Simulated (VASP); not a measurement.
Here is the system:

```
TiC
1.0
    0.00000     2.16711     2.16711
    2.16711     0.00000     2.16711
    2.16711     2.16711     0.00000
Ti C
1 1
Direct
  0.00000   0.00000   0.00000
  0.50000   0.50000   0.50000
```

All values below come from PBE GGA, VASP's PBE PAW potentials (set 64) (plane waves; VASP). Numerical set-up: 600 eV cut-off, 14×14×14 Γ-centred mesh, first-order Methfessel-Paxton smearing of 0.10 eV, potentials Ti_sv C.

Energy and stress use the plane-wave basis of the starting cell.

Task: The ions, cell shape and volume at an external pressure of 15.0 GPa are relaxed. What does this cell relax into?

Result: 
```
TiC
1.0
    0.00000     2.12816     2.12816
    2.12816     0.00000     2.12816
    2.12816     2.12816     0.00000
Ti C
1 1
Direct
  0.00000   0.00000   0.00000
  0.50000   0.50000   0.50000
```
Space group Fm-3m (225), at a tolerance of 0.03 Å.

Task: How do energy and volume change from the first to the last step?

Result: The energy (σ→0) changes by +23.8 meV/atom and the volume by -5.3 %, in 4 ionic steps.

```json
[
 {"step": "1", "E(σ→0) (eV)": "-18.7097", "max force (eV/Å)": "0.000", "pressure (GPa)": "-0.12", "volume (Å³)": "20.36"},
 {"step": "2", "E(σ→0) (eV)": "-18.3605", "max force (eV/Å)": "0.000", "pressure (GPa)": "46.79", "volume (Å³)": "17.66"},
 {"step": "3", "E(σ→0) (eV)": "-18.6642", "max force (eV/Å)": "0.000", "pressure (GPa)": "14.59", "volume (Å³)": "19.30"},
 {"step": "4", "E(σ→0) (eV)": "-18.6621", "max force (eV/Å)": "0.000", "pressure (GPa)": "14.95", "volume (Å³)": "19.28"}
]
```

The compound is TiC in the rock salt structure. This run relaxes it under an external pressure of 15 GPa. Symmetry was kept, so distortions that lower it aren't found.
